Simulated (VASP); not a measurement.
Data:

```xyz
2
Lattice="0.0000 2.3040 2.3040 2.3040 0.0000 2.3040 2.3040 2.3040 0.0000" Properties=species:S:1:pos:R:3 pbc="T T T"
Cd     0.0000     0.0000     0.0000
O      2.3040     2.3040     2.3040
```

Computed with LDA (Ceperley-Alder, Perdew-Zunger), VASP's LDA PAW potentials (set 64) (plane waves; VASP). Numerical set-up: 620 eV cut-off, 14×14×14 Γ-centred mesh, first-order Methfessel-Paxton smearing of 0.10 eV, potentials Cd O.

Problem. What does the run give for the energy per atom (σ→0), pressure, band gap (on the k-mesh) with the smallest direct gap where there is one?

Solution. 
| Property | Value |
|---|---|
| band gap (on the k-mesh) | none (metal, semimetal or under 0.01 eV) |
| energy per atom (σ→0) | -4.665 eV/atom |
| pressure | 4.96 GPa |

The compound is CdO in the rock salt structure. It was relaxed first under an external pressure of 5 GPa.
